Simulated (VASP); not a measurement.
An input for Ansatz (written as the equivalent of a VASP run, and not itself run):

Ansatz 0.2 input:
```yaml
crystal:
  lattice:
    - [2.8230757, 0.0000000, 0.0000000]
    - [0.0000000, 2.8230757, 0.0000000]
    - [0.0000000, 0.0000000, 2.8230757]
  atoms:
    - { symbol: Al, position: [0.5000000, 0.5000000, 0.5000000] }
    - { symbol: Co, position: [0.0000000, 0.0000000, 0.0000000] }
kpoints:
  mp_grid: { grid: [12, 12, 12] }
hamiltonian:
  xc: pbesol
  pseudopotentials: { kind: paw }
scf:
  occupations: { method: methfessel_paxton, width: 0.1 }
  max_iter: 100
relax:
  max_steps: 60
  f_tol: 0.01
  cell: {}
output: { forces: true, stress: true, eigenvalues: true }
```

Problem. Translate this input to VASP (INCAR, KPOINTS, POSCAR, choice of POTCAR).

Solution. Several could match; the one computed here: 
KPOINTS:
```
Automatic mesh
0
Gamma
12 12 12
0 0 0
```

**POSCAR**
```
CoAl
1.0
  2.8230757235   0.0000000000   0.0000000000
  0.0000000000   2.8230757235   0.0000000000
  0.0000000000   0.0000000000   2.8230757235
Al Co
1 1
Cartesian
  1.4115378618   1.4115378618   1.4115378618
  0.0000000000   0.0000000000   0.0000000000
```

### INCAR
```
! general
SYSTEM  = CoAl
PREC    = Accurate
ENCUT   = 480
LREAL   = .FALSE.   ! projection in real space or not
LASPH   = .TRUE.

! electronic loop
EDIFF   = 1E-6   ! SCF stop (eV)
NELM    = 100   ! most electronic steps
ALGO    = Normal   ! blocked Davidson
LMAXMIX = 4   ! l cut-off of mixed one-centre charges

! smearing
ISMEAR  = 1
SIGMA   = 0.1   ! width (eV)

! functional
GGA     = PS

! ions
IBRION  = 2   ! conjugate gradients
NSW     = 60   ! most ionic steps
ISIF    = 3   ! ions, shape and volume
EDIFFG  = -0.01   ! ionic stop

! output
LWAVE   = .FALSE.
LCHARG  = .FALSE.
```

POTCAR, in this order: Al Co (PBE.64 set). Program: vasp_std.

What does not carry over: each code has its own PAW files, so the cut-off isn't converted (ENCUT is set for VASP's; basis.ecutwfc is left out, and Ansatz then takes the one that its files recommend); Ansatz stops its SCF on the density residual and VASP on the energy change (EDIFF).

The compound is CoAl in the CsCl type structure. It was relaxed first. The start is the result of an earlier pass.
